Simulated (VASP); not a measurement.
Given:

```yaml
crystal:
  lattice:
    - [4.09532, -2.21342, 0.00000]
    - [4.09532, 2.21342, 0.00000]
    - [-0.14833, 0.00000, 5.35087]
  atoms:
    - { symbol: Te, position: [0.75378, 0.24622, 0.50000] }
    - { symbol: Se, position: [0.01408, 0.76786, 0.84024] }
    - { symbol: Se, position: [0.23214, 0.98592, 0.15976] }
```

Method: LDA (Ceperley-Alder, Perdew-Zunger), VASP's LDA PAW potentials (set 64) (plane waves; VASP). Run with 300 eV cut-off, 6×6×4 Γ-centred mesh, Gaussian smearing of 0.010 eV, potentials Te Se.

Problem. Which forces act on the atoms, in eV/Å?

Solution. 
| atom | Fx | Fy | Fz |
|---|---|---|---|
| Te1 | 0.000 | -0.130 | 0.000 |
| Se2 | 0.192 | 0.065 | -0.030 |
| Se3 | -0.192 | 0.065 | 0.030 |

Problem. Give the stress tensor in GPa (positive for a compressed cell).

Solution. 
```
-3.68   0.00  -0.03
 0.00  -3.72   0.00
-0.03   0.00  -4.17
```
The pressure is its mean diagonal, -3.86 GPa.

The structure comes from a computed database's TeSe2 entry; how it stands against other phases isn't given here. The cell was not relaxed at this level.
